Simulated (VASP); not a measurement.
An input for Quantum ESPRESSO's pw.x (written as the equivalent of a VASP run, and not itself run):

```
&CONTROL
  calculation = 'vc-relax'
  pseudo_dir = './pseudo'
  outdir = './out'
  tprnfor = .true.
  tstress = .true.
  nstep = 40
  forc_conv_thr = 0.00078
/
&SYSTEM
  ibrav = 0
  nat = 2
  ntyp = 2
  ecutwfc = 84
  occupations = 'smearing'
  smearing = 'gaussian'
  degauss = 0.003675
  input_dft = 'pz'
/
&ELECTRONS
  conv_thr = 7.3e-08
  electron_maxstep = 100
/
&IONS
/
&CELL
  press = 50
/
ATOMIC_SPECIES
  Sr 87.620 Sr.upf
  O 15.999 O.upf
CELL_PARAMETERS angstrom
     0.0000000    2.5013378    2.5013378
     2.5013378    0.0000000    2.5013378
     2.5013378    2.5013378    0.0000000
ATOMIC_POSITIONS crystal
  Sr   0.0000000  0.0000000  0.0000000
  O    0.5000000  0.5000000  0.5000000
K_POINTS automatic
  9 9 9 0 0 0
```

**Question.** Write the VASP files for the same calculation (LDA).

**Answer.** One answer among several that fit: 
**INCAR**
```
SYSTEM = SrO
PREC = Accurate; ENCUT = 620; LREAL = .FALSE.
LASPH = .TRUE.
EDIFF = 1E-6; NELM = 100; ALGO = Normal
LMAXMIX = 4
ISMEAR = 0; SIGMA = 0.05
IBRION = 2; NSW = 40; ISIF = 3
EDIFFG = -0.02; PSTRESS = 50
LWAVE = .FALSE.; LCHARG = .FALSE.
```

KPOINTS:
```
Automatic mesh
0
Gamma
9 9 9
0 0 0
```

### POSCAR
```
SrO
1
    0.0000000000     2.5013378287     2.5013378287
    2.5013378287     0.0000000000     2.5013378287
    2.5013378287     2.5013378287     0.0000000000
Sr O
1 1
Direct
  0.0000000000   0.0000000000   0.0000000000
  0.5000000000   0.5000000000   0.5000000000
```

POTCAR, in this order: Sr_sv O (LDA.64 set). Program: vasp_std.

What does not carry over: the potentials are each code's own (VASP's PAW set, PseudoDojo norm-conserving files in pw.x), so ENCUT and ecutwfc are chosen apart and not converted; conv_thr bounds pw.x's estimated SCF error, while EDIFF bounds the energy change between steps; forc_conv_thr acts on force components and is met together with etot_conv_thr.

The compound is SrO in the rock salt structure. It was relaxed first under an external pressure of 5 GPa.
